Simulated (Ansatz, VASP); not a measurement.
One calculation of MoN2, two programs

The input INCAR:

```
  PREC = Accurate
  ENCUT = 520
  EDIFF = 1E-7
  ISMEAR = -1
  SIGMA = 0.05
  LREAL = F
  LASPH = T
  NELM = 100
  ALGO = Normal
  ISIF = 2
  LWAVE = F
  LCHARG = F
  GGA = PE
  NBANDS = 19
```

File KPOINTS:

```
regular mesh
0
Gamma
  12 12 12
```

The input POSCAR:

```
MoN2
1.0
    0.0000000000      2.4593029263      2.4593029263
    2.4593029263      0.0000000000      2.4593029263
    2.4593029263      2.4593029263      0.0000000000
Mo N
1 2
Direct
    0.0000000000      0.0000000000      0.0000000000
    0.2500000000      0.2500000000      0.2500000000
    0.7500000000      0.7500000000      0.7500000000
```

Input for Ansatz:

```yaml
crystal:
  lattice:
    - [0.0, 2.4593029263, 2.4593029263]
    - [2.4593029263, 0.0, 2.4593029263]
    - [2.4593029263, 2.4593029263, 0.0]
  atoms:
    - { symbol: Mo, position: [0.0, 0.0, 0.0] }
    - { symbol: "N", position: [0.25, 0.25, 0.25] }
    - { symbol: "N", position: [0.75, 0.75, 0.75] }
kpoints:
  mp_grid: { grid: [12, 12, 12] }
  band_path:
    path:
      - [0.0, 0.0, 0.0]
      - [0.5, 0.0, 0.5]
      - [0.625, 0.25, 0.625]
      - [0.375, 0.375, 0.75]
      - [0.0, 0.0, 0.0]
      - [0.5, 0.5, 0.5]
      - [0.5, 0.25, 0.75]
      - [0.5, 0.0, 0.5]
    npoints: 8
scf:
  occupations: { method: fermi_dirac, width: 0.05 }
hamiltonian:
  xc: pbe
  pseudopotentials: { kind: all_electron, lapw: { basis_error: 0.0005 } }
output:
  forces: true
  stress: true
  eigenvalues: true
  fatbands: true
  populations: true
  dos: { projected: true, de: 0.2, e_range: [-14, 8] }
```

Measurements of this composition are mostly on another form, of space group No. 160.

Alike in both runs: task single point; functional PBE; k mesh 12 × 12 × 12; occupations fermi-dirac, width 0.05 eV; no spin polarisation.

|  | VASP | Ansatz |
| --- | --- | --- |
| version | VASP 6.6.1 | Ansatz 0.2.0 |
| potentials or method | VASP PAW PBE potentials, release 64 (Mo_sv, N) | all-electron LAPW, scalar-relativistic |
| plane-wave cutoff (eV) | 520 | see its input |

VASP gave:

| Item | Value |
| --- | --- |
| pressure (GPa) | 0.3 |

Estimate Ansatz's values.

pressure (GPa): 0.0.

Ansatz ran all-electron here, so the differences hold the error of VASP's frozen core and of both bases.
